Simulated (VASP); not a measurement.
# TiNi with PBEsol: from relaxation to properties, part 6 of 7

What structure does TiNi take at this level, and what are its properties? The start is a computed cell from the Materials Project.

VASP 6.6.1, plane waves and PAW; the level of theory is named at each step.

Still holding for the runs below: This run allows spin, but its moments start at zero, where symmetry between the spins tends to hold them, which is where the search above led. The k-mesh is coarse for a metal.

So far. Step 15 (Volume scan with PBEsol, volume scale 0.98): The run ends at a pressure of 3.34 GPa.

### 16. Volume scan with PBEsol, volume scale 1

Level of this step: PBEsol, zero-moment start; plane waves and PAW (Ti_sv, Ni) (VASP).

File INCAR:

```
SYSTEM = TiNi
PREC = Accurate
ENCUT = 400
EDIFF = 1E-06
NELM = 100
ISMEAR = 1
SIGMA = 0.2
LREAL = .FALSE.
ALGO = Normal
GGA = PS
NBANDS = 18
ISPIN = 2
MAGMOM = -0 -0
LASPH = .TRUE.
LMAXMIX = 4
LORBIT = 11
LWAVE = .FALSE.
LCHARG = .FALSE.
KPAR = 4
ISIF = 2
```

File POSCAR:

```
TiNi
1.0
    2.9637845603      0.0000000000      0.0000000000
    0.0000000000      2.9637845603      0.0000000000
    0.0000000000      0.0000000000      2.9637845603
Ti Ni
1 1
Direct
    0.5000000000      0.5000000000      0.5000000000
    0.0000000000      0.0000000000      0.0000000000
```

File KPOINTS:

```
Automatic mesh
0
Gamma
7 7 7
0 0 0
```

The projector-augmented-wave data sets are Ti_sv and Ni (PBE family, release 64).

Command:

```console
$ mpirun -np 4 vasp_std
```

Log:

```text
[... set-up lines as in an earlier step ...]
 entering main loop
       N       E                     dE             d eps       ncg     rms          rms(c)
DAV:   1     0.148117143514E+03    0.14812E+03   -0.93852E+03  1504   0.134E+03
DAV:   2    -0.490404767096E+01   -0.15302E+03   -0.14882E+03  1464   0.323E+02
DAV:   3    -0.173468066757E+02   -0.12443E+02   -0.12266E+02  2238   0.883E+01
DAV:   4    -0.178251967169E+02   -0.47839E+00   -0.47502E+00  1714   0.147E+01
[...]
DAV:  12    -0.152124219758E+02    0.19197E-03   -0.72220E-04  2116   0.290E-01    0.209E-02
DAV:  13    -0.152124208706E+02    0.11052E-05   -0.26376E-05  1524   0.507E-02    0.149E-02
DAV:  14    -0.152124199703E+02    0.90027E-06   -0.87751E-07   962   0.876E-03
   1 F= -.15212420E+02 E0= -.15214132E+02  d E =0.513750E-02  mag=     0.0000
```

It took 2.6 s on 4 MPI ranks of AMD EPYC 9R45, shared host; peak memory 0.4 GiB; 9 s of CPU time.

Parts of OUTCAR (step 16):

```text
  Total       -0.0693645     -0.0693645     -0.0693645     -0.0000000     -0.0000000     -0.0000000
  in kB       -4.2688230     -4.2688230     -4.2688230     -0.0000000     -0.0000000     -0.0000000
  external PRESSURE =      -4.2688230 kB  Pullay stress =       0.0000000 kB

  FREE ENERGIE OF THE ION-ELECTRON SYSTEM (eV)
  ---------------------------------------------------
  free  energy   TOTEN  =       -15.2124199703 eV

  energy  without entropy=      -15.2175574722  energy(sigma->0) =      -15.21413247

[... 4 parts as in an earlier step ...]

[... 1 further part left out ...]
[key lines of the parts left out:]
E-fermi :   9.8148
```

The pressure falls from 3.34 to -0.43 GPa, so it vanishes between these two volumes.

### 17. Volume scan with PBEsol, volume scale 1.02

INCAR is that of step 16.

File POSCAR:

```
TiNi
1.0
    2.9834128446      0.0000000000      0.0000000000
    0.0000000000      2.9834128446      0.0000000000
    0.0000000000      0.0000000000      2.9834128446
Ti Ni
1 1
Direct
    0.5000000000      0.5000000000      0.5000000000
    0.0000000000      0.0000000000      0.0000000000
```

KPOINTS is that of step 16.

Command:

```console
$ mpirun -np 4 vasp_std
```

Log:

```text
[... set-up lines as in an earlier step ...]
 entering main loop
       N       E                     dE             d eps       ncg     rms          rms(c)
DAV:   1     0.149807704923E+03    0.14981E+03   -0.94486E+03  1504   0.133E+03
DAV:   2    -0.465631391665E+01   -0.15446E+03   -0.15019E+03  1456   0.326E+02
DAV:   3    -0.174328131024E+02   -0.12776E+02   -0.12597E+02  2248   0.889E+01
DAV:   4    -0.178649339919E+02   -0.43212E+00   -0.42967E+00  1708   0.144E+01
[...]
DAV:  13    -0.152093718436E+02    0.44553E-05   -0.31934E-05  1552   0.488E-02    0.176E-02
DAV:  14    -0.152093698580E+02    0.19856E-05   -0.34335E-06  1458   0.161E-02    0.102E-02
DAV:  15    -0.152093690734E+02    0.78458E-06   -0.17080E-06   772   0.180E-02
   1 F= -.15209369E+02 E0= -.15211189E+02  d E =0.546085E-02  mag=    -0.0000
```

Wall time 2.8 s (4 MPI ranks); peak memory 0.41 GiB; 9.6 s of CPU time.

From OUTCAR (step 17):

```text
  Total       -0.5706940     -0.5706940     -0.5706940     -0.0000000      0.0000000      0.0000000
  in kB      -34.4329193    -34.4329193    -34.4329193     -0.0000000      0.0000000      0.0000000
  external PRESSURE =     -34.4329193 kB  Pullay stress =       0.0000000 kB

 POSITION                                       TOTAL-FORCE (eV/Angst)
 -----------------------------------------------------------------------------------
      1.49171      1.49171      1.49171         0.000000      0.000000      0.000000
      0.00000      0.00000      0.00000         0.000000      0.000000      0.000000
 -----------------------------------------------------------------------------------
    total drift:                               -0.000000      0.000000      0.000000

  FREE ENERGIE OF THE ION-ELECTRON SYSTEM (eV)
  ---------------------------------------------------
  free  energy   TOTEN  =       -15.2093690734 eV

  energy  without entropy=      -15.2148299250  energy(sigma->0) =      -15.21118936

 magnetization (x)
# of ion       s       p       d       tot
------------------------------------------
    1       -0.000  -0.000   0.000   0.000
    2        0.000  -0.000  -0.000  -0.000
--------------------------------------------------
tot          0.000  -0.000  -0.000  -0.000

[... 1 part as in an earlier step ...]

[... 2 further parts left out ...]
[key lines of the parts left out:]
E-fermi :   9.5589
```

The pressure falls from -0.43 to -3.44 GPa.

The run ends at a pressure of -3.44 GPa.

### 18. Volume scan with PBEsol, volume scale 1.04

INCAR is that of step 17.

File POSCAR:

```
TiNi
1.0
    3.0027861982      0.0000000000      0.0000000000
    0.0000000000      3.0027861982      0.0000000000
    0.0000000000      0.0000000000      3.0027861982
Ti Ni
1 1
Direct
    0.5000000000      0.5000000000      0.5000000000
    0.0000000000      0.0000000000      0.0000000000
```

KPOINTS is that of step 17.

Command:

```console
$ mpirun -np 4 vasp_std
```

Log:

```text
[... set-up lines as in an earlier step ...]
 entering main loop
       N       E                     dE             d eps       ncg     rms          rms(c)
DAV:   1     0.149867092975E+03    0.14987E+03   -0.95357E+03  1472   0.134E+03
DAV:   2    -0.499003316420E+01   -0.15486E+03   -0.15043E+03  1476   0.323E+02
DAV:   3    -0.173152492302E+02   -0.12325E+02   -0.12163E+02  2172   0.888E+01
DAV:   4    -0.178823406613E+02   -0.56709E+00   -0.56298E+00  1708   0.150E+01
[...]
DAV:  13    -0.151965071420E+02    0.10815E-04   -0.39804E-05  1598   0.507E-02    0.222E-02
DAV:  14    -0.151965031159E+02    0.40261E-05   -0.68701E-06  1764   0.209E-02    0.109E-02
DAV:  15    -0.151965023713E+02    0.74467E-06   -0.22120E-06   780   0.195E-02
   1 F= -.15196502E+02 E0= -.15198392E+02  d E =0.567013E-02  mag=     0.0000
```

Wall time 2.8 s (4 MPI ranks); peak memory 0.41 GiB.

OUTCAR, selected parts (step 18):

```text
  Total       -1.0879988     -1.0879988     -1.0879988     -0.0000000     -0.0000000     -0.0000000
  in kB      -64.3821905    -64.3821905    -64.3821905     -0.0000000     -0.0000000     -0.0000000
  external PRESSURE =     -64.3821905 kB  Pullay stress =       0.0000000 kB

 POSITION                                       TOTAL-FORCE (eV/Angst)
 -----------------------------------------------------------------------------------
      1.50139      1.50139      1.50139         0.000000      0.000000      0.000000
      0.00000      0.00000      0.00000         0.000000      0.000000      0.000000
 -----------------------------------------------------------------------------------
    total drift:                               -0.000000      0.000000      0.000000

  FREE ENERGIE OF THE ION-ELECTRON SYSTEM (eV)
  ---------------------------------------------------
  free  energy   TOTEN  =       -15.1965023713 eV

  energy  without entropy=      -15.2021725025  energy(sigma->0) =      -15.19839241

 magnetization (x)
# of ion       s       p       d       tot
------------------------------------------
    1       -0.000  -0.000   0.000   0.000
    2        0.000  -0.000   0.000   0.000
--------------------------------------------------
tot         -0.000  -0.000   0.000   0.000

[... 1 part as in an earlier step ...]

[... 2 further parts left out ...]
[key lines of the parts left out:]
E-fermi :   9.3120
```

The pressure falls from -3.44 to -6.44 GPa.

The run ends at a pressure of -6.44 GPa.

### 19. Volume scan with PBEsol, volume scale 1.06

A prediction first. A least-squares parabola for the 6 pressures of evenly scaled cells so far, P = -0.34 -172.8 t +474 t² GPa with t = ln(V/V₁) and V₁ the volume at scale 1, gives -8.80 GPa at t = +0.0583.

INCAR is that of step 18.

File POSCAR:

```
TiNi
1.0
    3.0219127406      0.0000000000      0.0000000000
    0.0000000000      3.0219127406      0.0000000000
    0.0000000000      0.0000000000      3.0219127406
Ti Ni
1 1
Direct
    0.5000000000      0.5000000000      0.5000000000
    0.0000000000      0.0000000000      0.0000000000
```

KPOINTS is that of step 18.

Command:

```console
$ mpirun -np 4 vasp_std
```

Log:

```text
[... set-up lines as in an earlier step ...]
 entering main loop
       N       E                     dE             d eps       ncg     rms          rms(c)
DAV:   1     0.153331486513E+03    0.15333E+03   -0.95004E+03  1464   0.132E+03
DAV:   2    -0.420870629825E+01   -0.15754E+03   -0.15322E+03  1472   0.330E+02
DAV:   3    -0.173333180411E+02   -0.13125E+02   -0.12952E+02  2210   0.913E+01
DAV:   4    -0.178994548608E+02   -0.56614E+00   -0.56157E+00  1728   0.154E+01
[...]
DAV:  13    -0.151735441042E+02    0.13656E-04   -0.53204E-05  1626   0.563E-02    0.234E-02
DAV:  14    -0.151735404892E+02    0.36150E-05   -0.67377E-06  1752   0.213E-02    0.116E-02
DAV:  15    -0.151735397599E+02    0.72926E-06   -0.23468E-06   774   0.194E-02
   1 F= -.15173540E+02 E0= -.15175465E+02  d E =0.577513E-02  mag=     0.0000
```

Run time: 2.8 s. Hardware: 4 MPI ranks; peak memory 0.42 GiB.

Parts of OUTCAR (step 19):

```text
  Total       -1.5828032     -1.5828032     -1.5828032      0.0000000      0.0000000     -0.0000000
  in kB      -91.8949678    -91.8949678    -91.8949678      0.0000000      0.0000000     -0.0000000
  external PRESSURE =     -91.8949678 kB  Pullay stress =       0.0000000 kB

 POSITION                                       TOTAL-FORCE (eV/Angst)
 -----------------------------------------------------------------------------------
      1.51096      1.51096      1.51096         0.000000      0.000000      0.000000
      0.00000      0.00000      0.00000         0.000000      0.000000      0.000000
 -----------------------------------------------------------------------------------
    total drift:                               -0.000000      0.000000      0.000000

  FREE ENERGIE OF THE ION-ELECTRON SYSTEM (eV)
  ---------------------------------------------------
  free  energy   TOTEN  =       -15.1735397599 eV

  energy  without entropy=      -15.1793148858  energy(sigma->0) =      -15.17546480

 magnetization (x)
# of ion       s       p       d       tot
------------------------------------------
    1        0.000  -0.000   0.000   0.000
    2       -0.000  -0.000  -0.000  -0.000
--------------------------------------------------
tot          0.000  -0.000   0.000   0.000

[... 1 part as in an earlier step ...]

[... 2 further parts left out ...]
[key lines of the parts left out:]
E-fermi :   9.0738
```

The pressure falls from -6.44 to -9.19 GPa. The parabola predicted -8.80 GPa, +0.39 GPa off.

### 20. The series together

Times are for 4 MPI ranks of AMD EPYC 9R45, shared host. Results by setting:

```csv
no.,volume scale,energy above the lowest point (meV/atom),pressure (GPa),time,memory (GiB)
1,0.94,33.34,12.17,2.8 s,0.41
2,0.96,15.31,7.513,2.8 s,0.4
3,0.98,4.43,3.342,2.6 s,0.41
4,1,0,-0.4269,2.6 s,0.4
5,1.02,1.47,-3.443,2.8 s,0.41
6,1.04,7.87,-6.438,2.8 s,0.41
7,1.06,19.33,-9.189,2.8 s,0.42
```

### 21. Fit for PBEsol

This step: Birch-Murnaghan fit, PBEsol; plane waves and PAW (VASP 6.6.1).

Derived from the runs above.

Numbers from this step:

```
pressure derivative of the bulk modulus : 4.180
r.m.s. error of the fit                 : 5.61e-5 eV/atom
minimum inside the sampled range        : yes
bulk modulus                            : 174.7 GPa
equilibrium volume of the fit           : 13.08 Å³/atom
```

The energy above the fitted minimum by volume:

```
volume (Å³/atom)  energy above the fitted minimum (eV/atom)
          12.236                                     0.0335
          12.496                                     0.0155
          12.757                                    0.00460
          13.017                                     1.7e-4
          13.277                                    0.00164
          13.538                                    0.00804
          13.798                                     0.0195
```

The fit over cells of fixed shape and fractional positions puts the volume +0.50 % from the relaxed one. At a finite cutoff and mesh the minimum of the energy and the zero of the stress don't quite coincide, and the relaxation stops at a threshold.

(Continued in part 7 of 7.)

[Lines on the potential files, build, host, timing and source positions are cut from VASP's logs without a mark.]

[Logs are printed without paths, hosts, clocks, repeated set-up lines and the standing remarks that a program may print on its own settings, such as how far it seeks lower states.]

[Hosts, paths, dates, database ids (printed as entryN), source tags and the programs' standing remarks are cut or masked in the printed files.]

[A measured line is paired with the nearest computed mode of its activity, which favours agreement.]

[In band tables of VASP the shares of atoms and orbitals are scaled to a sum of 1 inside the atoms' spheres.]
